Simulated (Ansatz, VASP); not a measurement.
**MgZn4Te in VASP and in Ansatz**

```
Mg Zn Te
1.0
    -2.71336    2.71336    3.58306
     2.71336   -2.71336    3.58306
     2.71336    2.71336   -3.58306
Mg Zn Te
1 4 1
Cartesian
  0.0000 0.0000 0.0000
  0.0000 2.7134 0.8963
  2.7134 0.0000 0.8963
  2.7134 0.0000 2.6868
  0.0000 2.7134 2.6868
  0.0000 0.0000 3.5831
```

Alike in both runs: task single point; functional PBE; k mesh 4 × 4 × 4; occupations gaussian, width 0.1 eV; no spin polarisation.

```csv
,VASP,Ansatz
version,VASP 6.6.1,Ansatz 0.2.0
potentials or method,"VASP PAW PBE potentials, release 64 (Mg, Zn, Te)","scalar-relativistic, plane waves, PAW"
plane-wave cutoff (eV),520,420
valence electrons in the cell,56,74
```

```tsv
	VASP	Ansatz	Ansatz less VASP
gap on the k mesh at the Fermi level (eV)	none	none	-
rms of the force components (eV/Å)	0.052	0.071	+0.0193
```

Atom by atom the forces differ by 0.019 eV/Å (rms over components). A gap of «none» marks a metal or a gap that the smearing closes. With one functional, cell and mesh, what is left measures potentials, basis and numerics. The two sets of potentials don't hold the same shells in valence.

Caveats: the k mesh is coarse (spacing up to 0.41 Å⁻¹), so the values aren't converged. The runs have no spin-orbit coupling, so splittings on Te are missing.
